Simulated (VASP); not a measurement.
Calculation: RPBE GGA, VASP's PBE PAW potentials (set 64) (plane waves; VASP).

VASP ran on this input.

File POSCAR:
```
Si
1
    0.0000000000     2.7758772343     2.7758772343
    2.7758772343     0.0000000000     2.7758772343
    2.7758772343     2.7758772343     0.0000000000
Si
2
Direct
  0.0000000000   0.0000000000   0.0000000000
  0.2500000000   0.2500000000   0.2500000000
```

KPOINTS:
```
Automatic mesh
0
Gamma
8 8 8
0 0 0
```

**INCAR**
```
SYSTEM = Si
PREC = Accurate; ENCUT = 520; LREAL = F
LASPH = T
EDIFF = 1E-7; NELM = 100; ALGO = Normal
ISMEAR = 0; SIGMA = 0.05
GGA = RP
ISIF = 2
LWAVE = F; LCHARG = F
```

POTCAR, in this order: Si (PBE.64 set). Program: vasp_std.

What VASP printed:

OSZICAR:
```
       N       E                     dE             d eps       ncg     rms          rms(c)
DAV:   1     0.719071921811E+01    0.71907E+01   -0.33199E+03   472   0.775E+02
DAV:   2    -0.101785783848E+02   -0.17369E+02   -0.16866E+02   736   0.796E+01
DAV:   3    -0.104182928758E+02   -0.23971E+00   -0.23971E+00   640   0.117E+01
DAV:   4    -0.104193907385E+02   -0.10979E-02   -0.10979E-02   720   0.867E-01
DAV:   5    -0.104193913400E+02   -0.60151E-06   -0.60192E-06   656   0.208E-02    0.532E+00
DAV:   6    -0.103437095076E+02    0.75682E-01   -0.47313E-02   576   0.121E+00    0.323E+00
DAV:   7    -0.103098238816E+02    0.33886E-01   -0.99058E-02   624   0.198E+00    0.170E-01
DAV:   8    -0.103118871795E+02   -0.20633E-02   -0.36260E-03   496   0.445E-01    0.996E-02
DAV:   9    -0.103127135338E+02   -0.82635E-03   -0.14027E-03   560   0.263E-01    0.429E-02
DAV:  10    -0.103127489099E+02   -0.35376E-04   -0.39410E-05   656   0.517E-02    0.135E-02
DAV:  11    -0.103127601298E+02   -0.11220E-04   -0.25051E-05   544   0.375E-02    0.988E-03
DAV:  12    -0.103127598065E+02    0.32337E-06   -0.47686E-07   656   0.641E-03    0.446E-03
DAV:  13    -0.103127602290E+02   -0.42257E-06   -0.62615E-08   424   0.176E-03    0.200E-04
DAV:  14    -0.103127602396E+02   -0.10608E-07   -0.29116E-09   296   0.495E-04
   1 F= -.10312760E+02 E0= -.10312760E+02  d E =-.959969E-12
```

OUTCAR:
```
------------------------ aborting loop because EDIFF is reached ----------------------------------------
  FORCE on cell =-STRESS in cart. coord.  units (eV):
  Direction    XX          YY          ZZ          XY          YZ          ZX
  --------------------------------------------------------------------------------------
  Total       -0.6307238     -0.6307238     -0.6307238      0.0000000      0.0000000     -0.0000000
  in kB      -23.6221281    -23.6221281    -23.6221281      0.0000000      0.0000000     -0.0000000
  external PRESSURE =     -23.6221281 kB  Pullay stress =       0.0000000 kB
  volume of cell :       42.78
      direct lattice vectors                 reciprocal lattice vectors
     0.000000000  2.775877234  2.775877234    -0.180123240  0.180123240  0.180123240
     2.775877234  0.000000000  2.775877234     0.180123240 -0.180123240  0.180123240
     2.775877234  2.775877234  0.000000000     0.180123240  0.180123240 -0.180123240
 POSITION                                       TOTAL-FORCE (eV/Angst)
 -----------------------------------------------------------------------------------
      0.00000      0.00000      0.00000         0.000000     -0.000000      0.000000
      1.38794      1.38794      1.38794        -0.000000      0.000000     -0.000000
 -----------------------------------------------------------------------------------
    total drift:                               -0.000000     -0.000000     -0.000000
  FREE ENERGIE OF THE ION-ELECTRON SYSTEM (eV)
  ---------------------------------------------------
  free  energy   TOTEN  =       -10.3127602396 eV

  energy  without entropy=      -10.3127602396  energy(sigma->0) =      -10.31276024
```
(Selected blocks of OUTCAR.)

The compound is Si in the diamond structure. This cell is one point of a volume scan, at 1.03 of the reference volume.
